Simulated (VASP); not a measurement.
Shape and ions are relaxed at each volume.

Energy against volume of Be (hcp). Method: TPSS meta-GGA, VASP's PBE PAW potentials (set 64) (plane waves; VASP 6.6.1).

| V (Å³/atom) | E (eV/atom) |
|---|---|
| 7.440 | -4.76261 |
| 7.678 | -4.77152 |
| 7.915 | -4.77425 |
| 8.152 | -4.77154 |
| 8.390 | -4.76404 |

Q: Fit a third-order Birch-Murnaghan equation of state.

A: 
volume per atom: 7.91 Å³/atom
bulk modulus: 1220 kbar
pressure derivative of the bulk modulus: 3.29

The compound is Be in the hcp structure. It was relaxed first.
